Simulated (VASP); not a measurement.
**Dy (hcp): computed properties**

Method: r2SCAN meta-GGA, VASP's PBE PAW potentials (set 64) (plane waves; VASP 6.6.1).

```yaml
space_group: P6_3/mmc (194)
cell: a = 3.640 Å, b = 3.640 Å, c = 5.571 Å, α = 90.00°, β = 90.00°, γ = 120.00°
volume_per_atom: 31.96 Å^3/atom
band gap (over mesh and band path): none (metal, semimetal or under 0.01 eV)
density: 8.44 g/cm³
```

```cif
data_Dy2
_chemical_formula_sum 'Dy2'
_space_group_name_H-M_alt 'P63/mmc'
_space_group_IT_number 194
_space_group_name_Hall '-P 6c 2c'
_cell_length_a 3.63977
_cell_length_b 3.63977
_cell_length_c 5.57130
_cell_angle_alpha 90.000
_cell_angle_beta 90.000
_cell_angle_gamma 120.000
loop_
_atom_site_label
_atom_site_type_symbol
_atom_site_symmetry_multiplicity
_atom_site_Wyckoff_symbol
_atom_site_fract_x
_atom_site_fract_y
_atom_site_fract_z
_atom_site_occupancy
Dy1 Dy 2 c 0.33333 0.66667 0.25000 1
```

Measured: a 3.592 Å at 293 K (computed value off by +1.3 %), c 5.650 Å at 293 K (computed value off by -1.4 %), as given by Wikipedia, Dysprosium (infobox). The calculation is for a static lattice, while the measured a, c hold thermal and zero-point effects, which are part of the difference. The 4f electrons are frozen in the core of the lanthanide potential, so 4f levels, which can set the real gap, and their magnetism are missing.

The compound is Dy in the hcp structure. It was relaxed first. Symmetry was kept, so distortions that lower it aren't found.
